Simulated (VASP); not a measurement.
Input:

```
LiC64
1.0
    7.14656     0.00000     0.00000
    0.00000     7.14656     0.00000
    0.00000     0.00000     7.14656
C Li
64 1
Direct
  0.50000   0.00000   0.00000
  0.62906   0.12586   0.12155
  0.75000   0.25000   0.00000
  0.87500   0.37500   0.12500
  0.75000   0.00000   0.25000
  0.87500   0.12500   0.37500
  0.00000   0.00000   0.00000
  0.12210   0.12187   0.12750
  0.24626   0.25249   0.99905
  0.37343   0.37269   0.12518
  0.50684   0.50043   0.00253
  0.62347   0.61962   0.12790
  0.75000   0.75000   0.00000
  0.87500   0.87500   0.12500
  0.24570   0.99951   0.24567
  0.36906   0.11844   0.37013
  0.49660   0.24396   0.25599
  0.62565   0.38155   0.38057
  0.74847   0.49830   0.25212
  0.87500   0.62500   0.37500
  0.49528   0.00077   0.49477
  0.63125   0.13176   0.62222
  0.75378   0.24736   0.50670
  0.87500   0.37500   0.62500
  0.75000   0.00000   0.75000
  0.87500   0.12500   0.87500
  0.00000   0.50000   0.00000
  0.12526   0.62567   0.12309
  0.25000   0.75000   0.00000
  0.37500   0.87500   0.12500
  0.99898   0.25365   0.25307
  0.12665   0.37171   0.37745
  0.24564   0.50314   0.25165
  0.37648   0.62767   0.37557
  0.50118   0.75146   0.24729
  0.62500   0.87500   0.37500
  0.00000   0.00000   0.50000
  0.12610   0.11894   0.62960
  0.25557   0.24888   0.50073
  0.37670   0.38157   0.62732
  0.49926   0.49614   0.50541
  0.62166   0.61926   0.62744
  0.75000   0.75000   0.50000
  0.87500   0.87500   0.62500
  0.25000   0.00000   0.75000
  0.37500   0.12500   0.87500
  0.50258   0.24412   0.75009
  0.62500   0.37500   0.87500
  0.75000   0.50000   0.75000
  0.87500   0.62500   0.87500
  0.00000   0.75000   0.25000
  0.12500   0.87500   0.37500
  0.00531   0.49945   0.49525
  0.12480   0.61929   0.62473
  0.25258   0.75557   0.49758
  0.37500   0.87500   0.62500
  0.00000   0.25000   0.75000
  0.12500   0.37500   0.87500
  0.25630   0.49562   0.75639
  0.37500   0.62500   0.87500
  0.50000   0.75000   0.75000
  0.62500   0.87500   0.87500
  0.00000   0.75000   0.75000
  0.12500   0.87500   0.87500
  0.37672   0.37889   0.37561
```
Cell charge -2.

These are PBE GGA, VASP's PBE PAW potentials (set 64) (plane waves; VASP 6.6.1) values and carry that method's errors. Run with PREC = Normal, LREAL = Auto, ISYM = 0, NELECT = 259.0, EDIFF = 1E-5, 400 eV cut-off, 1×1×1 Γ-centred mesh, Gaussian smearing of 0.050 eV, potentials C Li. Starting moments (MAGMOM): 65*0.0154. The cell's moment is fixed (NUPDOWN = 1).

At this cut-off the stress carries a Pulay error, which pulls relaxed volumes low. The cell is charged, with a uniform compensating background. The supercell is sampled at Γ alone, which is coarse: total energies, pressure and levels can be off, energies of defects by several tenths of an eV.

Q: The ions are relaxed. Which structure does the run end with?

A: 
```
LiC64
1.0
    7.14656     0.00000     0.00000
    0.00000     7.14656     0.00000
    0.00000     0.00000     7.14656
C Li
64 1
Direct
  0.50045   0.99712   0.99817
  0.62933   0.11871   0.12368
  0.75247   0.24815   0.00054
  0.87584   0.37514   0.12594
  0.75066   0.99693   0.25066
  0.87705   0.12369   0.37542
  0.00059   0.00010   0.00128
  0.12673   0.12654   0.12606
  0.25583   0.24620   0.99857
  0.39370   0.35424   0.10689
  0.50265   0.49344   0.99960
  0.62134   0.62141   0.12809
  0.74807   0.74719   0.00250
  0.87193   0.87581   0.12617
  0.24916   0.00079   0.24952
  0.37601   0.12147   0.37328
  0.50645   0.23840   0.23930
  0.63603   0.37204   0.38337
  0.74968   0.49924   0.25303
  0.87242   0.62597   0.37638
  0.49989   0.99722   0.50035
  0.62643   0.12233   0.62553
  0.75476   0.24666   0.50182
  0.87636   0.37440   0.62853
  0.75082   0.99746   0.75078
  0.87724   0.12413   0.87555
  0.99941   0.50000   0.99961
  0.11572   0.63100   0.12255
  0.24913   0.74991   0.99884
  0.37418   0.87508   0.12263
  0.00031   0.25193   0.25055
  0.11730   0.38376   0.37680
  0.21816   0.53315   0.26199
  0.34703   0.65012   0.36067
  0.49213   0.75085   0.24823
  0.62248   0.87229   0.37527
  0.99898   0.00180   0.49979
  0.12628   0.12523   0.62495
  0.25008   0.24880   0.50214
  0.38272   0.37160   0.63081
  0.52498   0.48272   0.52283
  0.62945   0.62078   0.62935
  0.74821   0.74852   0.50052
  0.87478   0.87410   0.62481
  0.25182   0.99792   0.74918
  0.37611   0.12011   0.87452
  0.50213   0.24573   0.75273
  0.62849   0.37326   0.87508
  0.75429   0.49874   0.75301
  0.87618   0.62286   0.87731
  0.99481   0.75406   0.24936
  0.12127   0.87818   0.37611
  0.99764   0.50113   0.50373
  0.12546   0.62484   0.62644
  0.24565   0.75578   0.50048
  0.37485   0.87400   0.62604
  0.00307   0.25052   0.75147
  0.12763   0.37546   0.87596
  0.25216   0.49953   0.75127
  0.37517   0.62272   0.87617
  0.49927   0.74727   0.75096
  0.62424   0.87128   0.87526
  0.00000   0.74877   0.75147
  0.12585   0.87492   0.87442
  0.37939   0.40218   0.35582
```
Cell charge -2. The cell ends with 1.00 μB, on the first 30 sites 0.01 0.00 0.00 0.00 0.01 0.01 0.00 0.00 0.01 0.04 0.00 0.01 0.00 0.01 0.00 0.00 0.02 0.03 0.00 0.00 0.00 0.00 0.00 0.01 0.00 0.00 0.00 0.00 0.01 0.01 μB.

Q: How much energy does the relaxation gain?

A: The energy (σ→0) changes by -58.1 meV/atom, in 32 ionic steps.

```csv
step,E(σ→0) (eV),max force (eV/Å),pressure (GPa),volume (Å³)
1,-539.8063,5.775,21.73,365.00
2,-536.1887,15.074,27.46,365.00
3,-542.0678,1.819,21.18,365.00
4,-542.4631,2.924,22.06,365.00
5,-542.5962,1.847,21.53,365.00
6,-542.8353,2.513,22.18,365.00
7,-542.9207,1.536,21.82,365.00
8,-543.1935,1.670,22.58,365.00
9,-543.2082,1.583,22.41,365.00
10,-543.3986,0.994,22.64,365.00
11,-543.4012,1.043,22.61,365.00
12,-543.5101,1.281,22.52,365.00
13,-543.5143,0.983,22.51,365.00
14,-543.5406,1.073,22.58,365.00
15,-543.5541,0.344,22.54,365.00
16,-543.5699,0.305,22.56,365.00
17,-543.5701,0.260,22.55,365.00
18,-543.5773,0.179,22.55,365.00
19,-543.5774,0.174,22.55,365.00
20,-543.5810,0.074,22.55,365.00
21,-543.5810,0.092,22.55,365.00
22,-543.5829,0.058,22.55,365.00
23,-543.5829,0.063,22.55,365.00
24,-543.5839,0.052,22.54,365.00
25,-543.5840,0.054,22.54,365.00
```

The cell is a supercell with a defect, built from C (diamond): Li_i, charge -2.
